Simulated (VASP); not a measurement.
Consider the following.

```xyz
3
Lattice="2.2957 -3.9762 0.0000 2.2957 3.9762 0.0000 0.0000 0.0000 4.9858" Properties=species:S:1:pos:R:3 pbc="T T T"
Se     0.4994     0.8650     3.3239
Se     3.5925     0.0000     0.0000
Se     0.4994    -0.8650     1.6619
```

The numbers are results of r2SCAN meta-GGA, VASP's PBE PAW potentials (set 64) (plane waves; VASP 6.6.1), not measurements. Settings: 480 eV cut-off, 6×6×4 Γ-centred mesh, Gaussian smearing of 0.050 eV, potentials Se.

Q: The ions are relaxed. What does this cell relax into?

A: 
```xyz
3
Lattice="2.2957 -3.9762 0.0000 2.2957 3.9762 0.0000 0.0000 0.0000 4.9858" Properties=species:S:1:pos:R:3 pbc="T T T"
Se     0.4885     0.8462     3.3239
Se     3.6143     0.0000     0.0000
Se     0.4885    -0.8462     1.6619
```
Space group P3_121 (152), at a tolerance of 0.03 Å.

Q: How much energy does the relaxation gain?

A: The energy (σ→0) changes by -4.2 meV/atom, in 3 ionic steps.

```json
[
 {"step": "1", "E(σ→0) (eV)": "-42.9101", "max force (eV/Å)": "0.374", "pressure (GPa)": "-1.52", "volume (Å³)": "91.02"},
 {"step": "2", "E(σ→0) (eV)": "-42.9223", "max force (eV/Å)": "0.068", "pressure (GPa)": "-0.56", "volume (Å³)": "91.02"},
 {"step": "3", "E(σ→0) (eV)": "-42.9227", "max force (eV/Å)": "0.001", "pressure (GPa)": "-0.36", "volume (Å³)": "91.02"}
]
```

The compound is Se in the trig structure. This cell was strained or had an atom moved on purpose. Symmetry was kept, so distortions that lower it aren't found.
